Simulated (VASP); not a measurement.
Output of a VASP run:

**OSZICAR**
```
       N       E                     dE             d eps       ncg     rms          rms(c)
DAV:   1     0.453939197287E+02    0.45394E+02   -0.59712E+03  2065   0.110E+03
DAV:   2    -0.429620890429E+00   -0.45824E+02   -0.43287E+02  1939   0.199E+02
DAV:   3    -0.804637205994E+00   -0.37502E+00   -0.37467E+00  2228   0.192E+01
DAV:   4    -0.805751022363E+00   -0.11138E-02   -0.11138E-02  2171   0.106E+00
DAV:   5    -0.805758320207E+00   -0.72978E-05   -0.72963E-05  2165   0.828E-02    0.934E+00
DAV:   6    -0.575509318301E+00    0.23025E+00   -0.73271E-01  1906   0.836E+00    0.586E+00
DAV:   7    -0.555981958132E+00    0.19527E-01   -0.72352E-02  2008   0.259E+00    0.264E+00
DAV:   8    -0.553506604733E+00    0.24754E-02   -0.19060E-03  2027   0.510E-01    0.202E-01
DAV:   9    -0.553503852003E+00    0.27527E-05   -0.53294E-06  2109   0.266E-02    0.110E-02
DAV:  10    -0.553508408770E+00   -0.45568E-05   -0.31095E-06  2041   0.241E-02    0.668E-04
DAV:  11    -0.553508399992E+00    0.87784E-08   -0.22618E-08  1002   0.156E-03
   1 F= -.55350840E+00 E0= -.55370999E+00  d E =-.553508E+00
       N       E                     dE             d eps       ncg     rms          rms(c)
DAV:   1    -0.316767262528E+01   -0.26142E+01   -0.56275E+01  1900   0.845E+01    0.127E+01
DAV:   2    -0.666475681738E+00    0.25012E+01   -0.75663E+00  1883   0.273E+01    0.575E+00
DAV:   3    -0.531007166318E+00    0.13547E+00   -0.58875E-01  1945   0.710E+00    0.454E+00
DAV:   4    -0.527934644130E+00    0.30725E-02   -0.11407E-02  1956   0.946E-01    0.117E+00
DAV:   5    -0.527634278095E+00    0.30037E-03   -0.45369E-03  2135   0.489E-01    0.213E-02
DAV:   6    -0.527682300536E+00   -0.48022E-04   -0.51007E-05  2031   0.704E-02    0.765E-03
DAV:   7    -0.527687247686E+00   -0.49472E-05   -0.27032E-06  2172   0.139E-02    0.477E-03
DAV:   8    -0.527687168214E+00    0.79473E-07   -0.28619E-08   950   0.153E-03
   2 F= -.52768717E+00 E0= -.52766666E+00  d E =0.258212E-01
       N       E                     dE             d eps       ncg     rms          rms(c)
DAV:   1    -0.159030521436E+01   -0.10626E+01   -0.20090E+01  1916   0.491E+01    0.609E+00
DAV:   2    -0.610498688350E+00    0.97981E+00   -0.37121E+00  1889   0.181E+01    0.147E+00
DAV:   3    -0.581132922948E+00    0.29366E-01   -0.15328E-01  1952   0.353E+00    0.118E+00
DAV:   4    -0.581794465547E+00   -0.66154E-03   -0.64062E-03  2011   0.671E-01    0.333E-02
DAV:   5    -0.581882443923E+00   -0.87978E-04   -0.94165E-05  2235   0.772E-02    0.263E-02
DAV:   6    -0.581897473633E+00   -0.15030E-04   -0.51739E-06  2030   0.196E-02    0.133E-03
DAV:   7    -0.581897453409E+00    0.20224E-07   -0.63515E-08  1040   0.248E-03
   3 F= -.58189745E+00 E0= -.58197533E+00  d E =-.283891E-01
       N       E                     dE             d eps       ncg     rms          rms(c)
DAV:   1    -0.582153210414E+00   -0.25574E-03   -0.47883E-03  1922   0.772E-01    0.926E-02
DAV:   2    -0.581924165515E+00    0.22904E-03   -0.81489E-04  1889   0.275E-01    0.352E-02
DAV:   3    -0.581916908355E+00    0.72572E-05   -0.37735E-05  1951   0.562E-02    0.266E-02
DAV:   4    -0.581917912669E+00   -0.10043E-05   -0.16205E-06  1983   0.106E-02    0.654E-04
DAV:   5    -0.581917914026E+00   -0.13563E-08   -0.31324E-08   936   0.180E-03
   4 F= -.58191791E+00 E0= -.58200385E+00  d E =-.284095E-01
```

### OUTCAR
```
------------------------ aborting loop because EDIFF is reached ----------------------------------------
  FORCE on cell =-STRESS in cart. coord.  units (eV):
  Direction    XX          YY          ZZ          XY          YZ          ZX
  --------------------------------------------------------------------------------------
  Total       -0.0044422     -0.0044422     -0.0044422     -0.0000000      0.0000000     -0.0000000
  in kB       -0.3955963     -0.3955963     -0.3955963     -0.0000000      0.0000000     -0.0000000
  external PRESSURE =      -0.3955963 kB  Pullay stress =       0.0000000 kB
  volume of cell :       17.99
      direct lattice vectors                 reciprocal lattice vectors
    -0.000000000  2.079741563  2.079741563    -0.240414487  0.240414487  0.240414487
     2.079741563  0.000000000  2.079741563     0.240414487 -0.240414487  0.240414487
     2.079741563  2.079741563  0.000000000     0.240414487  0.240414487 -0.240414487
 POSITION                                       TOTAL-FORCE (eV/Angst)
 -----------------------------------------------------------------------------------
      0.00000      0.00000      0.00000        -0.000000      0.000000     -0.000000
 -----------------------------------------------------------------------------------
    total drift:                               -0.000000      0.000000      0.000000
  FREE ENERGIE OF THE ION-ELECTRON SYSTEM (eV)
  ---------------------------------------------------
  free  energy   TOTEN  =        -0.5819179140 eV

  energy  without entropy=       -0.5821757122  energy(sigma->0) =       -0.58200385

 reached required accuracy - stopping structural energy minimisation
```
(Selected blocks of OUTCAR.)

**POSCAR**
```
Au
1
    0.0000000000     2.0400000000     2.0400000000
    2.0400000000     0.0000000000     2.0400000000
    2.0400000000     2.0400000000     0.0000000000
Au
1
Direct
  0.0000000000   0.0000000000   0.0000000000
```

Task: Reconstruct the remaining input files.

Result: This is not unique; one that fits is the input of the run itself, optB88-vdW, plane waves, VASP's PBE PAW potentials (set 64).

### KPOINTS
```
Automatic mesh
0
Gamma
14 14 14
0 0 0
```

### INCAR
```
! general
SYSTEM  =Au
PREC    =Accurate
ENCUT   =520
LREAL   =F
LASPH   =T

! electronic loop
EDIFF   =1E-6
NELM    =100
ALGO    =Normal
LMAXMIX =6

! smearing
ISMEAR  =1
SIGMA   =0.1

! functional
GGA     =BO
LUSE_VDW=T
AGGAC   =0.0
PARAM1  =0.1833333333
PARAM2  =0.22

! ions
IBRION  =2
NSW     =60
ISIF    =3
EDIFFG  =-0.01

! output
LWAVE   =F
LCHARG  =F
```

POTCAR, in this order: Au (PBE.64 set). Program: vasp_std.

Energy and stress use the plane-wave basis of the starting cell.

The compound is Au in the fcc structure. This run relaxes it. Symmetry was kept, so distortions that lower it aren't found.
